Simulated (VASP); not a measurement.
Calculation: rev-vdW-DF2, VASP's PBE PAW potentials (set 64) (plane waves; VASP).

A VASP calculation is set up with these files.

### POSCAR
```
WSe2
1
    1.6510384917    -2.8596822218     0.0000000000
    1.6510384917     2.8596822218     0.0000000000
   -0.0000000000     0.0000000000    13.0706756607
W Se
2 4
Direct
  0.3333330000   0.6666670000   0.2500000000
  0.6666670000   0.3333330000   0.7500000000
  0.3333330000   0.6666670000   0.8791194177
  0.6666670000   0.3333330000   0.3791194177
  0.6666670000   0.3333330000   0.1208805823
  0.3333330000   0.6666670000   0.6208805823
```

KPOINTS:
```
Automatic mesh
0
Gamma
7 7 2
0 0 0
```

**INCAR**
```
SYSTEM = WSe2
PREC = Accurate
ENCUT = 520
EDIFF = 1E-6
NELM = 100
ALGO = Normal
LREAL = .FALSE.
LASPH = .TRUE.
ISMEAR = 0
SIGMA = 0.05
GGA = MK
PARAM1 = 0.1234568
PARAM2 = 0.7114
ZAB_VDW = -1.8867
LUSE_VDW = .TRUE.
AGGAC = 0.0
LMAXMIX = 6
LWAVE = .FALSE.
LCHARG = .FALSE.
IBRION = 2
ISIF = 3
NSW = 60
EDIFFG = -0.02
```

POTCAR, in this order: W_sv Se (PBE.64 set). Program: vasp_std.

Output

File OSZICAR:
```
       N       E                     dE             d eps       ncg     rms          rms(c)
DAV:   1     0.511548960795E+03    0.51155E+03   -0.28548E+04  1120   0.164E+03
DAV:   2    -0.227726340280E+01   -0.51383E+03   -0.50199E+03  1184   0.425E+02
DAV:   3    -0.335983144772E+02   -0.31321E+02   -0.31063E+02  1208   0.933E+01
DAV:   4    -0.343946617789E+02   -0.79635E+00   -0.79226E+00  1241   0.150E+01
DAV:   5    -0.344146851455E+02   -0.20023E-01   -0.20014E-01  1259   0.219E+00    0.287E+01
DAV:   6    -0.328646019415E+02    0.15501E+01   -0.11691E+01  1137   0.184E+01    0.102E+01
DAV:   7    -0.326377169249E+02    0.22689E+00   -0.51473E+00  1127   0.956E+00    0.575E+00
DAV:   8    -0.324478673343E+02    0.18985E+00   -0.78455E-01  1268   0.490E+00    0.123E+00
DAV:   9    -0.324496747437E+02   -0.18074E-02   -0.74082E-02  1300   0.137E+00    0.763E-01
DAV:  10    -0.324481403344E+02    0.15344E-02   -0.22168E-02  1266   0.934E-01    0.222E-01
DAV:  11    -0.324479437763E+02    0.19656E-03   -0.34054E-03  1231   0.351E-01    0.151E-01
DAV:  12    -0.324479086454E+02    0.35131E-04   -0.12975E-04  1260   0.607E-02    0.102E-01
DAV:  13    -0.324478870921E+02    0.21553E-04   -0.14751E-04  1247   0.661E-02    0.519E-03
DAV:  14    -0.324478873318E+02   -0.23975E-06   -0.52712E-06  1087   0.131E-02
   1 F= -.32447887E+02 E0= -.32447887E+02  d E =-.324479E+02
```

OUTCAR:
```
------------------------ aborting loop because EDIFF is reached ----------------------------------------
  FORCE on cell =-STRESS in cart. coord.  units (eV):
  Direction    XX          YY          ZZ          XY          YZ          ZX
  --------------------------------------------------------------------------------------
  Total        0.0280969      0.0280969      0.0118649      0.0000000      0.0000000      0.0000000
  in kB        0.3647257      0.3647257      0.1540177      0.0000000      0.0000000      0.0000000
  external PRESSURE =       0.2944897 kB  Pullay stress =       0.0000000 kB
  volume of cell :      123.42
      direct lattice vectors                 reciprocal lattice vectors
     1.651038492 -2.859682222  0.000000000     0.302839699 -0.174844602  0.000000000
     1.651038492  2.859682222  0.000000000     0.302839699  0.174844602  0.000000000
     0.000000000  0.000000000 13.070675661     0.000000000  0.000000000  0.076507139
 POSITION                                       TOTAL-FORCE (eV/Angst)
 -----------------------------------------------------------------------------------
      1.65104      0.95323      3.26767         0.000000     -0.000000      0.000000
      1.65104     -0.95323      9.80301         0.000000      0.000000      0.000000
      1.65104      0.95323     11.49068        -0.000000     -0.000000     -0.010171
      1.65104     -0.95323      4.95535         0.000000      0.000000     -0.010171
      1.65104     -0.95323      1.57999        -0.000000      0.000000      0.010171
      1.65104      0.95323      8.11533        -0.000000     -0.000000      0.010171
 -----------------------------------------------------------------------------------
    total drift:                                0.000143      0.001073     -0.000034
  FREE ENERGIE OF THE ION-ELECTRON SYSTEM (eV)
  ---------------------------------------------------
  free  energy   TOTEN  =       -32.4478873318 eV

  energy  without entropy=      -32.4478873318  energy(sigma->0) =      -32.44788733

 reached required accuracy - stopping structural energy minimisation
```
(Selected blocks of OUTCAR.)

The compound is WSe2 in the 2H layered structure. It was relaxed first. The start is the result of an earlier pass.
